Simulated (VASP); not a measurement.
Consider the following.

```
CELL_PARAMETERS angstrom
      3.00931     0.00000     0.00000
      0.00000     3.00931     0.00000
      0.00000     0.00000     3.00931
ATOMIC_POSITIONS crystal
  W  0.00000 0.00000 0.00000
  S  0.50000 0.50000 0.50000
```

The numbers are results of PBE GGA, VASP's PBE PAW potentials (set 64) (plane waves; VASP 6.6.1), not measurements. Run with 400 eV cut-off, Gaussian smearing of 0.050 eV, potentials W_sv S.

### Question
Give the energies of bands 6 to 13 at the high-symmetry points, in eV from the Fermi level.

### Answer

```tsv
band	Γ	X	M	R
6	-4.57	-10.39	-7.12	-8.85
7	-4.57	-4.68	-7.12	-8.85
8	-2.90	-4.68	-4.50	-8.85
9	-2.90	-3.25	-1.58	2.47
10	-2.90	1.83	-1.19	2.47
11	1.16	2.76	-1.19	2.47
12	1.16	4.31	0.53	3.78
13	1.16	4.61	3.60	3.78
```

It has no gap at this level: it comes out as a metal or semimetal.

The structure was generated: WS was put into the CsCl type type (Pm-3m), which need not be its known phase. It was relaxed first, which changed the volume by -35 %.
